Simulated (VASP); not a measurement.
Here is the system:

```
CELL_PARAMETERS angstrom
      1.59455    -2.76184     0.00000
      1.59455     2.76184     0.00000
      0.00000     0.00000    13.86035
ATOMIC_POSITIONS crystal
  W  0.33333 0.66667 0.25000
  W  0.66667 0.33333 0.75000
  S  0.33333 0.66667 0.86335
  S  0.66667 0.33333 0.36335
  S  0.66667 0.33333 0.13665
  S  0.33333 0.66667 0.63665
```

Method: PBE GGA, VASP's PBE PAW potentials (set 64) (plane waves; VASP). Run with 400 eV cut-off, 9×9×2 Γ-centred mesh, tetrahedra with Blöchl corrections, potentials W_sv S.

The cores are frozen, which limits the accuracy of field gradients. Without a dispersion term in the relaxation, distances and binding between the weakly bound layers, chains or molecules are unreliable, and so is what depends on them.

### Question
Give the principal components of the electric field gradient (V/Å²) and the asymmetry η at each nucleus.

### Answer

```
atom   Vxx   Vyy     Vzz     η
----  ----  ----  ------  ----
W1    76.5  76.5  -153.0  0.00
W2    76.5  76.5  -153.0  0.00
S3    23.4  23.4   -46.8  0.00
S4    23.4  23.4   -46.8  0.00
S5    23.4  23.4   -46.8  0.00
S6    23.4  23.4   -46.8  0.00
```

The compound is WS2 in the 2H layered structure. It was relaxed first, which changed the volume by +15 %.
